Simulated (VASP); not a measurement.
Runs of VASP 6.6.1 on TeW2. The structure is cubic, space group Fm-3m (No. 225). Conventional cell: a = 6.260 Å, b = 6.260 Å, c = 6.260 Å, α = 90.00°, β = 90.00°, γ = 90.00°. Around Te (site symmetry m-3m) lie 8 W at 2.71 Å. W (site symmetry -43m) has 4 Te at 2.71 Å as nearest neighbours. The cell was built by a generator and needn't be a form met in nature.

```csv
task,level,cell,cutoff (eV),smearing,gap on the mesh (eV),pressure (GPa),relaxed volume (Å³/atom)
relaxation of cell and atoms,PBE+D4,relaxed,600,methfessel-paxton 0.2 eV,none,0.0,19.74
relaxation of cell and atoms,PBE,relaxed,600,methfessel-paxton 0.1 eV,none,0.0,(b)
electron localisation function,AM05,as given,520,gaussian 0.01 eV,none,(a),-
single point,PBE,as given,520,fermi-dirac 0.05 eV,none,-0.9,-
relaxation of cell and atoms,RPBE,relaxed,600,methfessel-paxton 0.1 eV,none,0.0,20.61
```

Alike in all rows: potentials or basis VASP PAW PBE potentials, release 64 (Te, W_sv); no spin polarisation; k mesh 7 × 7 × 7.

Estimate the missing entries.

(a) -7.3; (b) 20.32.

Caveats: the PAW data sets were made with another functional, which shifts forces and pressure a little (some runs); pairwise dispersion overbinds metals, which lowers pressure and volume (some runs).

A k mesh can miss the band edges, and the runs leave out spin-orbit coupling on Te, W.

A gap of «none» marks a metal or a gap under the smearing width.
